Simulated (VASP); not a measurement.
An input for Quantum ESPRESSO's pw.x (written as the equivalent of a VASP run, and not itself run):

```
&CONTROL
  calculation = 'scf'
  pseudo_dir = './pseudo'
  outdir = './out'
  tprnfor = .true.
  tstress = .true.
/
&SYSTEM
  ibrav = 0
  nat = 2
  ntyp = 2
  ecutwfc = 58
  occupations = 'smearing'
  smearing = 'gaussian'
  degauss = 0.003675
  input_dft = 'pbesol'
/
&ELECTRONS
  conv_thr = 7.3e-09
  electron_maxstep = 100
/
ATOMIC_SPECIES
  Rb 85.468 Rb.upf
  Cl 35.450 Cl.upf
CELL_PARAMETERS angstrom
     0.0000000    3.2050574    3.2050574
     3.2050574    0.0000000    3.2050574
     3.2050574    3.2050574    0.0000000
ATOMIC_POSITIONS crystal
  Rb   0.0000000  0.0000000  0.0000000
  Cl   0.5000000  0.5000000  0.5000000
K_POINTS automatic
  7 7 7 0 0 0
```

Task: Translate this input to VASP (INCAR, KPOINTS, POSCAR, choice of POTCAR).

Result: Several could match; the one computed here: 
**POSCAR**
```
RbCl
1
    0.0000000000     3.2050573805     3.2050573805
    3.2050573805     0.0000000000     3.2050573805
    3.2050573805     3.2050573805     0.0000000000
Rb Cl
1 1
Direct
  0.0000000000   0.0000000000   0.0000000000
  0.5000000000   0.5000000000   0.5000000000
```

### INCAR
```
# general
SYSTEM   =  RbCl
PREC     =  Accurate
ENCUT    =  520   # plane-wave cut-off (eV)
LREAL    =  .FALSE.
LASPH    =  .TRUE.   # aspherical one-centre terms

# electronic loop
EDIFF    =  1E-7   # SCF stop (eV)
NELM     =  100   # most electronic steps
ALGO     =  Normal   # blocked Davidson
LMAXMIX  =  4   # l cut-off of mixed one-centre charges

# smearing
ISMEAR   =  0   # Gaussian
SIGMA    =  0.05

# functional
GGA      =  PS   # PBEsol

# ions
ISIF     =  2   # forces and stress, cell fixed

# output
LWAVE    =  .FALSE.
LCHARG   =  .FALSE.
```

KPOINTS:
```
K-points
0
gamma
7 7 7
```

POTCAR, in this order: Rb_sv Cl (PBE.64 set). Program: vasp_std.

Limits of the translation: the potentials are each code's own (VASP's PAW set, PseudoDojo norm-conserving files in pw.x), so ENCUT and ecutwfc are chosen apart and not converted; conv_thr bounds pw.x's estimated SCF error, while EDIFF bounds the energy change between steps.

The compound is RbCl in the rock salt structure. This cell is one point of a volume scan, at 0.94 of the reference volume.
